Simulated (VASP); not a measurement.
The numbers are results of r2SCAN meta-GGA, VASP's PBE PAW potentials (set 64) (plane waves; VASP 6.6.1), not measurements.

The input files of a VASP run:

**POSCAR**
```
Fe
1
    2.3656180000     0.0000000000     0.0000000000
    0.0000000000     2.3656180000     0.0000000000
    0.0000000000     0.0000000000     2.3656180000
Fe
1
Direct
  0.0000000000   0.0000000000   0.0000000000
```

KPOINTS:
```
Automatic mesh
0
Gamma
14 14 14
0 0 0
```

**INCAR**
```
ENCUT  =  400
SYSTEM  =  Fe
MAGMOM  =  4.0
SIGMA  =  0.1   ! width (eV)
LMAXMIX  =  4
EDIFF  =  1E-6   ! SCF stop (eV)
LMIXTAU  =  .TRUE.
LASPH  =  .TRUE.   ! aspherical one-centre terms
PREC  =  Accurate
ISPIN  =  2   ! spin-polarised
ISIF  =  3
LREAL  =  .FALSE.   ! projection in real space or not
LWAVE  =  .FALSE.
METAGGA  =  R2SCAN
ALGO  =  Normal   ! blocked Davidson
ISMEAR  =  1   ! Methfessel-Paxton
NELM  =  100   ! most electronic steps
NSW  =  60
LORBIT  =  10
EDIFFG  =  -0.01   ! ionic stop
LCHARG  =  .FALSE.
IBRION  =  2   ! conjugate gradients
```

POTCAR, in this order: Fe (PBE.64 set). Program: vasp_std.

The resulting files:

File OSZICAR:
```
       N       E                     dE             d eps       ncg     rms          rms(c)
DAV:   1     0.126249572531E+02    0.12625E+02   -0.38177E+03  5068   0.860E+02
DAV:   2    -0.131818565542E+02   -0.25807E+02   -0.23171E+02  4850   0.123E+02
DAV:   3    -0.136538076556E+02   -0.47195E+00   -0.47103E+00  5530   0.224E+01
DAV:   4    -0.136563385013E+02   -0.25308E-02   -0.25305E-02  5422   0.153E+00
DAV:   5    -0.136563662274E+02   -0.27726E-04   -0.27726E-04  5474   0.153E-01    0.915E+00
DAV:   6    -0.134340058217E+02    0.22236E+00   -0.10553E+01  5170   0.475E+01    0.646E+00
DAV:   7    -0.135688944162E+02   -0.13489E+00   -0.15688E+00  5234   0.156E+01    0.431E+00
DAV:   8    -0.135754725389E+02   -0.65781E-02   -0.42901E-02  5174   0.202E+00    0.210E+00
DAV:   9    -0.135807194549E+02   -0.52469E-02   -0.81598E-02  5574   0.328E+00    0.760E-01
DAV:  10    -0.135827721323E+02   -0.20527E-02   -0.81689E-03  4966   0.125E+00    0.357E-01
DAV:  11    -0.135836294526E+02   -0.85732E-03   -0.16080E-03  5362   0.393E-01    0.170E-01
DAV:  12    -0.135836750798E+02   -0.45627E-04   -0.10621E-03  5482   0.382E-01    0.807E-02
DAV:  13    -0.135837385639E+02   -0.63484E-04   -0.23783E-04  5530   0.196E-01    0.619E-02
DAV:  14    -0.135837079183E+02    0.30646E-04   -0.79304E-05  5334   0.123E-01    0.127E-02
DAV:  15    -0.135837126065E+02   -0.46882E-05   -0.53948E-06  5170   0.228E-02    0.361E-03
DAV:  16    -0.135837124659E+02    0.14056E-06   -0.12246E-07  2770   0.402E-03
   1 F= -.13583712E+02 E0= -.13583624E+02  d E =-.135837E+02  mag=     2.8383
       N       E                     dE             d eps       ncg     rms          rms(c)
DAV:   1    -0.139914132036E+02   -0.40770E+00   -0.88073E+00  5214   0.508E+01    0.580E+00
DAV:   2    -0.136270502724E+02    0.36436E+00   -0.40815E+00  5416   0.267E+01    0.593E+00
DAV:   3    -0.135987283339E+02    0.28322E-01   -0.23511E-01  5332   0.664E+00    0.216E+00
DAV:   4    -0.135956288173E+02    0.30995E-02   -0.39483E-03  5102   0.900E-01    0.566E-01
DAV:   5    -0.135926488356E+02    0.29800E-02   -0.62841E-03  4938   0.701E-01    0.129E-01
DAV:   6    -0.135928871297E+02   -0.23829E-03   -0.40163E-04  4846   0.238E-01    0.466E-02
DAV:   7    -0.135929275282E+02   -0.40398E-04   -0.57666E-05  5784   0.626E-02    0.245E-02
DAV:   8    -0.135929378737E+02   -0.10346E-04   -0.97754E-06  5116   0.395E-02    0.116E-02
DAV:   9    -0.135929405990E+02   -0.27253E-05   -0.14985E-06  4628   0.120E-02    0.142E-03
DAV:  10    -0.135929407706E+02   -0.17166E-06   -0.74892E-08  2532   0.288E-03
   2 F= -.13592941E+02 E0= -.13592952E+02  d E =-.922830E-02  mag=     2.8918
       N       E                     dE             d eps       ncg     rms          rms(c)
DAV:   1    -0.136397530728E+02   -0.46812E-01   -0.95313E-01  5238   0.160E+01    0.197E+00
DAV:   2    -0.135967397994E+02    0.43013E-01   -0.41137E-01  5428   0.878E+00    0.201E+00
DAV:   3    -0.135972618158E+02   -0.52202E-03   -0.24604E-02  5274   0.206E+00    0.668E-01
DAV:   4    -0.135968513893E+02    0.41043E-03   -0.55630E-04  5150   0.334E-01    0.179E-01
DAV:   5    -0.135965039269E+02    0.34746E-03   -0.72197E-04  5612   0.207E-01    0.269E-02
DAV:   6    -0.135965249282E+02   -0.21001E-04   -0.36634E-05  4852   0.601E-02    0.128E-02
DAV:   7    -0.135965255704E+02   -0.64223E-06   -0.63286E-06  5012   0.247E-02
   3 F= -.13596526E+02 E0= -.13596599E+02  d E =-.128131E-01  mag=     2.8865
```

**OUTCAR**
```
------------------------ aborting loop because EDIFF is reached ----------------------------------------
  FORCE on cell =-STRESS in cart. coord.  units (eV):
  Direction    XX          YY          ZZ          XY          YZ          ZX
  --------------------------------------------------------------------------------------
  Total       -0.0006701     -0.0006701     -0.0006701      0.0000000      0.0000000     -0.0000000
  in kB       -0.0772611     -0.0772611     -0.0772611      0.0000000      0.0000000     -0.0000000
  external PRESSURE =      -0.0772611 kB  Pullay stress =       0.0000000 kB
  volume of cell :       13.90
      direct lattice vectors                 reciprocal lattice vectors
     2.404170852  0.000000000  0.000000000     0.415943817 -0.000000000  0.000000000
     0.000000000  2.404170852  0.000000000    -0.000000000  0.415943817 -0.000000000
    -0.000000000  0.000000000  2.404170852    -0.000000000 -0.000000000  0.415943817
 POSITION                                       TOTAL-FORCE (eV/Angst)
 -----------------------------------------------------------------------------------
      0.00000      0.00000      0.00000        -0.000000      0.000000      0.000000
 -----------------------------------------------------------------------------------
    total drift:                                0.000000      0.000000      0.000000
  FREE ENERGIE OF THE ION-ELECTRON SYSTEM (eV)
  ---------------------------------------------------
  free  energy   TOTEN  =       -13.5965255704 eV

  energy  without entropy=      -13.5967453702  energy(sigma->0) =      -13.59659884

 total charge

# of ion       s       p       d       tot
------------------------------------------
    1        0.491   0.413   6.207   7.110

 magnetization (x)

# of ion       s       p       d       tot
------------------------------------------
    1        0.009  -0.018   2.922   2.914

 reached required accuracy - stopping structural energy minimisation
```
(Selected blocks of OUTCAR.)

File CONTCAR:
```
Fe
   1.00000000000000
     2.4041708523949556    0.0000000000000000    0.0000000000000000
     0.0000000000000000    2.4041708523949556    0.0000000000000000
    -0.0000000000000000    0.0000000000000000    2.4041708523949556
  Fe
     1
Direct
     0.0000000000000000    0.0000000000000000    0.0000000000000000
```

Energy and stress use the plane-wave basis of the starting cell.

The structure was generated: Fe was put into the simple-cubic type (Pm-3m), which need not be its known phase. This run relaxes it. Symmetry was kept, so distortions that lower it aren't found.
